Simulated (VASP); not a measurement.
Output of a VASP run:

OSZICAR:
```
...
RMM:   2    -0.253017871111E+03   -0.29192E-02   -0.39885E-02   648   0.349E-01    0.976E-02
RMM:   3    -0.253018411969E+03   -0.54086E-03   -0.61987E-03   672   0.140E-01    0.747E-02
RMM:   4    -0.253018391225E+03    0.20745E-04   -0.83172E-04   657   0.543E-02    0.296E-02
RMM:   5    -0.253018411715E+03   -0.20490E-04   -0.22883E-04   663   0.266E-02    0.127E-02
RMM:   6    -0.253018412698E+03   -0.98306E-06   -0.48666E-05   480   0.115E-02
   4 F= -.25301841E+03 E0= -.25301274E+03  d E =-.201491E-01  mag=     1.0000
       N       E                     dE             d eps       ncg     rms          rms(c)
DAV:   1    -0.253020772738E+03   -0.23610E-02   -0.34688E-01   688   0.107E+00    0.226E-01
RMM:   2    -0.253022673949E+03   -0.19012E-02   -0.25712E-02   648   0.280E-01    0.780E-02
RMM:   3    -0.253023017650E+03   -0.34370E-03   -0.39507E-03   669   0.112E-01    0.588E-02
RMM:   4    -0.253023007426E+03    0.10224E-04   -0.54772E-04   656   0.439E-02    0.235E-02
RMM:   5    -0.253023021021E+03   -0.13595E-04   -0.15031E-04   649   0.214E-02    0.102E-02
RMM:   6    -0.253023022116E+03   -0.10950E-05   -0.31584E-05   445   0.922E-03
   5 F= -.25302302E+03 E0= -.25301757E+03  d E =-.247585E-01  mag=     1.0000
       N       E                     dE             d eps       ncg     rms          rms(c)
DAV:   1    -0.253023037222E+03   -0.16201E-04   -0.18862E-03   760   0.795E-02    0.155E-02
RMM:   2    -0.253023044973E+03   -0.77513E-05   -0.12143E-04   633   0.192E-02    0.537E-03
RMM:   3    -0.253023046409E+03   -0.14358E-05   -0.17813E-05   390   0.760E-03    0.388E-03
RMM:   4    -0.253023046360E+03    0.48713E-07   -0.21572E-06   257   0.285E-03
   6 F= -.25302305E+03 E0= -.25301758E+03  d E =-.247827E-01  mag=     1.0000
       N       E                     dE             d eps       ncg     rms          rms(c)
DAV:   1    -0.253025983901E+03   -0.29375E-02   -0.98995E-02   688   0.575E-01    0.124E-01
RMM:   2    -0.253026499641E+03   -0.51574E-03   -0.69832E-03   648   0.148E-01    0.414E-02
RMM:   3    -0.253026597100E+03   -0.97459E-04   -0.11167E-03   693   0.602E-02    0.316E-02
RMM:   4    -0.253026593728E+03    0.33713E-05   -0.12694E-04   648   0.223E-02    0.142E-02
RMM:   5    -0.253026596306E+03   -0.25780E-05   -0.37283E-05   466   0.113E-02
   7 F= -.25302660E+03 E0= -.25302102E+03  d E =-.354995E-02  mag=     1.0000
       N       E                     dE             d eps       ncg     rms          rms(c)
DAV:   1    -0.253027090525E+03   -0.49680E-03   -0.77323E-02   720   0.509E-01    0.110E-01
RMM:   2    -0.253027500690E+03   -0.41016E-03   -0.55830E-03   648   0.132E-01    0.378E-02
RMM:   3    -0.253027583580E+03   -0.82891E-04   -0.91744E-04   694   0.543E-02    0.292E-02
RMM:   4    -0.253027581988E+03    0.15921E-05   -0.10423E-04   631   0.201E-02    0.130E-02
RMM:   5    -0.253027584392E+03   -0.24035E-05   -0.30663E-05   440   0.103E-02
   8 F= -.25302758E+03 E0= -.25302192E+03  d E =-.453803E-02  mag=     1.0000
       N       E                     dE             d eps       ncg     rms          rms(c)
DAV:   1    -0.253028728236E+03   -0.11462E-02   -0.72640E-02   680   0.479E-01    0.103E-01
RMM:   2    -0.253029093281E+03   -0.36505E-03   -0.46665E-03   648   0.118E-01    0.301E-02
RMM:   3    -0.253029160031E+03   -0.66749E-04   -0.71774E-04   688   0.481E-02    0.262E-02
RMM:   4    -0.253029157705E+03    0.23258E-05   -0.78788E-05   590   0.173E-02
   9 F= -.25302916E+03 E0= -.25302337E+03  d E =-.157331E-02  mag=     1.0000
```

**OUTCAR**
```
------------------------ aborting loop because EDIFF is reached ----------------------------------------
  FORCE on cell =-STRESS in cart. coord.  units (eV):
  Direction    XX          YY          ZZ          XY          YZ          ZX
  --------------------------------------------------------------------------------------
  Total       35.1613884     35.1828484     35.1134888      0.1934067      0.0008319     -0.0735433
  in kB       36.8272417     36.8497184     36.7770726      0.2025698      0.0008713     -0.0770276
  external PRESSURE =      36.8180109 kB  Pullay stress =       0.0000000 kB
  volume of cell :     1529.70
      direct lattice vectors                 reciprocal lattice vectors
    11.522210422  0.000000000  0.000000000     0.086788903  0.000000000  0.000000000
     0.000000000 11.522210422  0.000000000     0.000000000  0.086788903  0.000000000
     0.000000000  0.000000000 11.522210422     0.000000000  0.000000000  0.086788903
  FREE ENERGIE OF THE ION-ELECTRON SYSTEM (eV)
  ---------------------------------------------------
  free  energy   TOTEN  =      -253.0291577049 eV

  energy  without entropy=     -253.0175874730  energy(sigma->0) =     -253.02337259

 total charge

# of ion       s       p       d       tot
------------------------------------------
    1        1.092   1.136   0.126   2.355
    2        1.091   1.138   0.126   2.355
    3        1.091   1.138   0.126   2.355
    4        1.090   1.135   0.126   2.351
    5        1.092   1.136   0.126   2.355
    6        1.091   1.138   0.126   2.356
    7        1.092   1.136   0.126   2.354
    8        1.092   1.135   0.126   2.353
    9        1.102   1.088   0.125   2.315
   10        1.102   1.087   0.125   2.314
   11        1.091   1.137   0.126   2.354
   12        1.102   1.088   0.125   2.315
   13        1.093   1.136   0.126   2.355
   14        1.092   1.136   0.126   2.355
   15        1.090   1.135   0.125   2.350
   16        1.091   1.138   0.126   2.355
   17        1.091   1.138   0.126   2.355
   18        1.091   1.138   0.126   2.355
   19        1.092   1.136   0.126   2.355
   20        1.091   1.137   0.126   2.353
   21        1.102   1.087   0.125   2.314
   22        1.091   1.138   0.126   2.355
   23        1.090   1.135   0.126   2.351
   24        1.091   1.137   0.126   2.354
   25        1.091   1.136   0.126   2.354
   26        1.092   1.136   0.126   2.354
   27        1.091   1.137   0.126   2.354
   28        1.092   1.137   0.126   2.355
   29        1.092   1.135   0.126   2.354
   30        1.093   1.136   0.126   2.354
   31        1.092   1.136   0.126   2.354
   32        1.090   1.135   0.126   2.351
   33        1.218   1.589   0.025   2.832
   34        1.218   1.589   0.025   2.832
   35        1.218   1.589   0.025   2.831
   36        1.217   1.590   0.024   2.832
   37        1.218   1.590   0.025   2.833
   38        1.218   1.589   0.025   2.832
   39        1.217   1.591   0.024   2.832
   40        1.218   1.588   0.025   2.831
   41        1.218   1.589   0.025   2.831
   42        1.218   1.589   0.025   2.831
   43        1.218   1.588   0.025   2.831
   44        1.217   1.591   0.024   2.832
   45        1.217   1.590   0.024   2.832
   46        1.217   1.590   0.024   2.832
   47        1.227   1.589   0.024   2.841
   48        1.218   1.589   0.025   2.832
...
```
(Selected blocks of OUTCAR.)

### POSCAR
```
Ga32As31Se
1
   11.5222104216     0.0000000000     0.0000000000
    0.0000000000    11.5222104216    -0.0000000000
   -0.0000000000    -0.0000000000    11.5222104216
Ga As Se
32 31 1
Direct
  0.5000000000   0.0000000000   0.0000000000
  0.7500000000   0.2500000000   0.0000000000
  0.7500000000   0.0000000000   0.2500000000
  0.0000000000   0.0000000000   0.0000000000
  0.2500000000   0.2500000000   0.0000000000
  0.5000000000   0.5000000000   0.0000000000
  0.7500000000   0.7500000000   0.0000000000
  0.2500000000   0.0000000000   0.2500000000
  0.4978500000   0.2461890000   0.2537800000
  0.7490360000   0.4989270000   0.2513410000
  0.5000000000   0.0000000000   0.5000000000
  0.7523860000   0.2483360000   0.5042320000
  0.7500000000   0.0000000000   0.7500000000
  0.0000000000   0.5000000000   0.0000000000
  0.2500000000   0.7500000000   0.0000000000
  0.0000000000   0.2500000000   0.2500000000
  0.2500000000   0.5000000000   0.2500000000
  0.5000000000   0.7500000000   0.2500000000
  0.0000000000   0.0000000000   0.5000000000
  0.2500000000   0.2500000000   0.5000000000
  0.4995300000   0.4975620000   0.5034130000
  0.7500000000   0.7500000000   0.5000000000
  0.2500000000   0.0000000000   0.7500000000
  0.5000000000   0.2500000000   0.7500000000
  0.7500000000   0.5000000000   0.7500000000
  0.0000000000   0.7500000000   0.2500000000
  0.0000000000   0.5000000000   0.5000000000
  0.2500000000   0.7500000000   0.5000000000
  0.0000000000   0.2500000000   0.7500000000
  0.2500000000   0.5000000000   0.7500000000
  0.5000000000   0.7500000000   0.7500000000
  0.0000000000   0.7500000000   0.7500000000
  0.6250000000   0.1250000000   0.1250000000
  0.8750000000   0.3750000000   0.1250000000
  0.8750000000   0.1250000000   0.3750000000
  0.1250000000   0.1250000000   0.1250000000
  0.3750000000   0.3750000000   0.1250000000
  0.6250000000   0.6250000000   0.1250000000
  0.8750000000   0.8750000000   0.1250000000
  0.3750000000   0.1250000000   0.3750000000
  0.8750000000   0.6250000000   0.3750000000
  0.6250000000   0.1250000000   0.6250000000
  0.8750000000   0.3750000000   0.6250000000
  0.8750000000   0.1250000000   0.8750000000
  0.1250000000   0.6250000000   0.1250000000
  0.3750000000   0.8750000000   0.1250000000
  0.1250000000   0.3750000000   0.3750000000
  0.3750000000   0.6250000000   0.3750000000
  0.6250000000   0.8750000000   0.3750000000
  0.1250000000   0.1250000000   0.6250000000
  0.3750000000   0.3750000000   0.6250000000
  0.6250000000   0.6250000000   0.6250000000
  0.8750000000   0.8750000000   0.6250000000
  0.3750000000   0.1250000000   0.8750000000
  0.6250000000   0.3750000000   0.8750000000
  0.8750000000   0.6250000000   0.8750000000
  0.1250000000   0.8750000000   0.3750000000
  0.1250000000   0.6250000000   0.6250000000
  0.3750000000   0.8750000000   0.6250000000
  0.1250000000   0.3750000000   0.8750000000
  0.3750000000   0.6250000000   0.8750000000
  0.6250000000   0.8750000000   0.8750000000
  0.1250000000   0.8750000000   0.8750000000
  0.6254130000   0.3791350000   0.3785160000
```

Reconstruct the remaining input files.

This is not unique; one that fits is the input of the run itself, PBE GGA, plane waves, VASP's PBE PAW potentials (set 64).

### INCAR
```
SYSTEM = Ga32As31Se
PREC = Normal; ENCUT = 400; LREAL = Auto
LASPH = .True.; ISYM = 0; NELECT = 259.0
EDIFF = 1E-5; NELM = 100; NELMIN = 4
ALGO = Fast; LMAXMIX = 4
ISMEAR = 0; SIGMA = 0.05
GGA = PE
ISPIN = 2; MAGMOM = 64*0.0156; NUPDOWN = 1
IBRION = 2; NSW = 60; ISIF = 2
EDIFFG = -0.03
LWAVE = .False.; LCHARG = .False.; LORBIT = 10
```

KPOINTS:
```
Automatic mesh
0
Gamma
1 1 1
0 0 0
```

POTCAR, in this order: Ga As Se (PBE.64 set). Program: vasp_gam.

The cell is charged, with a uniform compensating background. The supercell is sampled at Γ alone, which is coarse: total energies, pressure and levels can be off, energies of defects by several tenths of an eV.

The cell is a supercell with a defect, built from GaAs (zinc blende): Se_As, charge -2.
